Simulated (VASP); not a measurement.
Consider the following.

```xyz
3
Lattice="4.3092 0.0000 0.0000 -2.1546 3.7319 0.0000 0.0000 0.0000 25.5901" Properties=species:S:1:pos:R:3 pbc="T T T"
Sr     0.0000     2.4879     9.2766
Sr     0.0000     0.0000    12.7950
Sr     2.1546     1.2440    16.3135
```

These are r2SCAN meta-GGA, VASP's PBE PAW potentials (set 64) (plane waves; VASP) values and carry that method's errors. Numerical set-up: PREC = Normal, 400 eV cut-off, 8×8×1 Γ-centred mesh, first-order Methfessel-Paxton smearing of 0.10 eV, potentials Sr_sv.

Task: Estimate the energy per atom (σ→0), largest force, band gap (on the k-mesh) with the smallest direct gap where there is one.

Result: 
```json
{
 "band gap (on the k-mesh)": "none (metal, semimetal or under 0.01 eV)",
 "energy per atom (σ→0)": "-14846 meV/atom",
 "largest_force": "0.076 eV/Å"
}
```

The absolute energy has meaning only against runs of the same code, potentials and settings.

The cell is a thin slab with vacuum, built from Sr (fcc): (111) face.
